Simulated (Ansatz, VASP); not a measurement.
# Ru (Ruthenium): VASP beside Ansatz, part 2 of 2

One calculation is typed for both programs; each brings its own data sets. How far apart do they land? The cell is taken from a series of runs on this material, whose earlier steps may have relaxed, scaled, displaced or heated it; both programs get it as it stands.

VASP 6.6.1 and Ansatz 0.2.0.

So far: The starting structure; Ansatz: zone-centre phonons, PBEsol; VASP: zone-centre phonons, PBEsol.

## 3. VASP: zone-centre phonons, PBEsol (continued)

Level of this step: PBEsol; plane waves and PAW (Ru_pv) (VASP).

Numbers of over 12 decimals in the logs are rounded to 6 here.

Parts of OUTCAR (step 3):

```text
ion  position               nearest neighbor table
   1  0.333  0.667  0.250-   2 2.63   2 2.63   2 2.63   2 2.63   2 2.63   2 2.63
   2  0.667  0.333  0.750-   1 2.63   1 2.63   1 2.63   1 2.63   1 2.63   1 2.63

  LATTYP: Found a hexagonal cell.
 ALAT       =     2.6904991625
 C/A-ratio  =     1.5793707987

 Subroutine GETGRP returns: Found 24 space group operations
 (whereof 12 operations were pure point group operations)

The static configuration has the point symmetry D_3d.
 The point group associated with its full space group is D_6h.

 Found    259 irreducible k-points:

   k-points           NKPTS =    259   k-points in BZ     NKDIM =    259   number of bands    NBANDS=     20

   dimension x,y,z NGX =    20 NGY =   20 NGZ =   32
   dimension x,y,z NGXF=    40 NGYF=   40 NGZF=   64

   ENCUT  =  500.0 eV  36.75 Ry    6.06 a.u.   4.91  4.91  7.75*2*pi/ulx,y,z

   NELECT =      28.0000    total number of electrons

 k-points in reciprocal lattice and weights: Automatic mesh
   0.00000000  0.00000000  0.00000000       0.000
   0.05555556  0.00000000  0.00000000       0.002
   0.11111111  0.00000000  0.00000000       0.002
   0.16666667  0.00000000  0.00000000       0.002
   0.22222222  0.00000000  0.00000000       0.002
   0.27777778 -0.00000000  0.00000000       0.002
   0.33333333  0.00000000  0.00000000       0.002
   0.38888889  0.00000000  0.00000000       0.002
   0.44444444  0.00000000  0.00000000       0.002
[...]
0.33333333  0.27777778  0.50000000       0.003
   0.33333333  0.33333333  0.50000000       0.001

 average (electrostatic) potential at core
       1 -66.8011       2 -66.8011

  Total       -0.0134570     -0.0134570     -0.0142984     -0.0000000      0.0000000     -0.0000000
  in kB       -0.8093673     -0.8093673     -0.8599721     -0.0000000      0.0000000     -0.0000000
  external PRESSURE =      -0.8262356 kB  Pullay stress =       0.0000000 kB

  energy-cutoff  :      500.00
  volume of cell :       26.64
      direct lattice vectors                 reciprocal lattice vectors
     2.690499163  0.000000000  0.000000000     0.371678242  0.214588533  0.000000000
    -1.345249581  2.330040624  0.000000000     0.000000000  0.429177067  0.000000000
     0.000000000  0.000000000  4.249295811     0.000000000  0.000000000  0.235333110

 POSITION                                       TOTAL-FORCE (eV/Angst)
 -----------------------------------------------------------------------------------
      0.00000      1.55336      1.06232        -0.000000      0.000000      0.000000
      1.34525      0.77668      3.18697         0.000000     -0.000000      0.000000
 -----------------------------------------------------------------------------------
    total drift:                               -0.000000     -0.000000      0.000000

 Eigenvectors and eigenvalues of the dynamical matrix
 ----------------------------------------------------

   1 f  =    8.137060 THz    51.126657 2PiTHz  271.423112 cm-1    33.652162 meV
             X         Y         Z           dx          dy          dz
      0.000000  1.553360  1.062324     0.000000    0.000000    0.707107
      1.345250  0.776680  3.186972    -0.000000    0.000000   -0.707107

   2 f  =    6.217116 THz    39.063293 2PiTHz  207.380675 cm-1    25.711915 meV
             X         Y         Z           dx          dy          dz
      0.000000  1.553360  1.062324     0.426033    0.564354   -0.000000
      1.345250  0.776680  3.186972    -0.426033   -0.564354   -0.000000

   3 f  =    6.217116 THz    39.063293 2PiTHz  207.380675 cm-1    25.711915 meV
             X         Y         Z           dx          dy          dz
      0.000000  1.553360  1.062324     0.564354   -0.426033    0.000000
      1.345250  0.776680  3.186972    -0.564354    0.426033    0.000000

   4 f  =    0.000000 THz     0.000001 2PiTHz    0.000003 cm-1     0.000000 meV
             X         Y         Z           dx          dy          dz
      0.000000  1.553360  1.062324     0.022704    0.690828    0.149133
      1.345250  0.776680  3.186972     0.022704    0.690828    0.149133

   5 f/i=    0.000000 THz     0.000000 2PiTHz    0.000000 cm-1     0.000000 meV
             X         Y         Z           dx          dy          dz
      0.000000  1.553360  1.062324     0.706738   -0.021702   -0.007068
      1.345250  0.776680  3.186972     0.706738   -0.021702   -0.007068

   6 f/i=    0.000000 THz     0.000001 2PiTHz    0.000004 cm-1     0.000001 meV
             X         Y         Z           dx          dy          dz
      0.000000  1.553360  1.062324    -0.002328    0.149283   -0.691165
      1.345250  0.776680  3.186972    -0.002328    0.149283   -0.691165

 ELASTIC MODULI CONTR FROM IONIC RELAXATION (kBar)
 Direction    XX          YY          ZZ          XY          YZ          ZX
 --------------------------------------------------------------------------------
 XX         -65.1212     65.1212      0.0000     -0.0000      0.0000      0.0000
 YY          65.1212    -65.1212     -0.0000     -0.0000     -0.0000     -0.0000
 ZZ           0.0000     -0.0000     -0.0000     -0.0000     -0.0000     -0.0000
 XY          -0.0000     -0.0000     -0.0000    -65.1212      0.0000      0.0000
 YZ           0.0000     -0.0000     -0.0000      0.0000     -0.0000     -0.0000
 ZX           0.0000     -0.0000     -0.0000      0.0000     -0.0000     -0.0000
 --------------------------------------------------------------------------------
```

Energies printed during the response cycles are not total energies of the cell.

## 4. Comparison

Known differences besides the potentials themselves: the data sets hold 32 valence electrons in Ansatz (on its PAW soft_1 files) and 28 in VASP; the cutoff is 420 eV in Ansatz and 500 eV in VASP; Ansatz makes its cores anew for this functional, VASP keeps those of its PBE data sets. Total energies have different zeros and are not compared.

Both answers:

```
                  quantity  Ansatz   VASP  difference
optical mode 1 to 2 (cm⁻¹)   207.5  207.4     +0.07 %
     optical mode 3 (cm⁻¹)   271.2  271.4     -0.07 %
```

Modes are paired by rising frequency, not by their patterns, so a pair may set unlike modes beside each other; they are those without the splitting of longitudinal modes.

## 5. Results

- r.m.s. difference of the optical zone-centre modes, each program's sorted by frequency (zone-centre phonons, PBEsol): 0.16 cm⁻¹

The r.m.s. difference of the optical zone-centre modes, each program's sorted by frequency is 0.16 cm⁻¹ (zone-centre phonons, PBEsol). The data sets hold unlike numbers of valence electrons (32 in Ansatz and 28 in VASP), so part of the differences comes from the potentials. Such differences can come from data sets, numerical settings and the points named under the comparisons, not from the functional's error against experiment.

[Lines on the potential files, build, host, timing and source positions are cut from VASP's logs without a mark.]

[Logs are printed without paths, hosts, clocks, repeated set-up lines and the standing remarks that a program may print on its own settings, such as how far it seeks lower states.]

[Hosts, paths, dates, database ids (printed as entryN), source tags and the programs' standing remarks are cut or masked in the printed files.]
